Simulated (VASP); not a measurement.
ZnRe:

```
Re Zn
1.0
     2.74822    0.00000    0.00000
    -1.37411    2.38003    0.00000
     0.00000    0.00000    4.49407
Re Zn
1 1
Direct
  0.33333 0.66667 0.50000
  0.00000 0.00000 0.00000
```

The cell comes from a database or a generator and needn't be the stable form of this composition.

```yaml
Program: VASP 6.6.1
Task: single point
Functional: PBE
Potentials_or_basis: VASP PAW PBE potentials, release 64 (Re, Zn)
Cutoff: 520 eV
k_mesh: 11 × 11 × 6
Occupations: fermi-dirac, width 0.05 eV
Spin: no spin polarisation
```

On this cell: pressure -1.5 GPa; largest force under 0.003 eV/Å; band gap on the k mesh none (metal or under the smearing width).

The same run follows on a disturbed copy (atoms moved at random, drawn with an rms of 0.05 Å):

```
Re Zn
1.0
     2.74822    0.00000    0.00000
    -1.37411    2.38003    0.00000
     0.00000    0.00000    4.49407
Re Zn
1 1
Direct
  0.32271 0.65968 0.51231
  0.01659 0.00189 0.99084
```

Question: What does the disturbed cell give?

Answer: The energy (extrapolated to zero smearing) moves by +24.3 meV/atom; pressure -0.4 GPa; largest force 0.943 eV/Å; band gap on the k mesh none (metal or under the smearing width).

Forces on the atoms (eV/Å):
```
Re   0.115  0.034 -0.935
Zn  -0.115 -0.034  0.935
```

Stress tensor (GPa, compression positive):
```
-1.10 -0.57 -0.37
-0.57 -0.70 -0.10
-0.37 -0.10  0.46
```
